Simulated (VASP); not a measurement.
# Cd3ZnS4 (ordered alloy cell): computed properties

Level of theory: PBEsol GGA, VASP's PBE PAW potentials (set 64) (plane waves; VASP 6.6.1).

```
Property                                                                                           Result
---------------------------------------------  ----------------------------------------------------------
space group                                                                                     Amm2 (38)
cell                                           a = 4.028 Å, b = 8.077 Å, c = 11.429 Å, α = β = γ = 90.00°
volume per atom                                                                             23.24 Å³/atom
band gap (over mesh and band path)                                                                1.12 eV
smallest direct gap (over mesh and band path)                                                     1.12 eV
band-edge character                                                                        direct, Γ to Γ
density                                                                                        4.74 g/cm³
```

Space group Amm2 (No. 38); a = 4.0285 Å, b = 8.0770 Å, c = 11.4290 Å, α = 90.00°, β = 90.00°, γ = 90.00°

```tsv
atom	site	symmetry	x	y	z
Zn	2a	mm2	0.0000	0.0000	0.9996
S	2b	mm2	0.5000	0.5000	0.3874
S	4d	m..	0.0000	0.2367	0.1182
S	2b	mm2	0.5000	0.5000	0.8748
Cd	4e	m..	0.5000	0.2530	0.2499
Cd	2a	mm2	0.0000	0.0000	0.5019
```
(The calculation used a cell of 8 atoms; values per cell refer to that cell.)

The structure was generated: Cd3ZnS4 was put into an ordered model structure (Amm2), which need not be its known phase. It was relaxed first. Symmetry was kept, so distortions that lower it aren't found.
